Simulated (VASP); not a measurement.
**Fe₃Ge (space group Pm-3m): computed properties**

The numbers are results of r2SCAN meta-GGA, VASP's PBE PAW potentials (set 64) (plane waves; VASP), not measurements.

| Property | Value |
|---|---|
| space group | Pm-3m (221) |
| cell | a = b = c = 3.661 Å, α = β = γ = 90.00° |
| volume per atom | 12.26 Å³/atom |
| band gap (over mesh and band path) | none (metal, semimetal or under 0.01 eV) |
| cell moment | 7.77 μB |
| density | 8.13 g/cm³ |

```
CELL_PARAMETERS angstrom
      3.66050     0.00000     0.00000
      0.00000     3.66050     0.00000
      0.00000     0.00000     3.66050
ATOMIC_POSITIONS crystal
  Fe 0.00000 0.50000 0.50000
  Fe 0.50000 0.00000 0.50000
  Fe 0.50000 0.50000 0.00000
  Ge 0.00000 0.00000 0.00000
```

The run has a spin-polarised start.

The structure comes from a computed database's Fe3Ge entry (Pm-3m); how it stands against other phases isn't given here. The cell was not relaxed at this level.
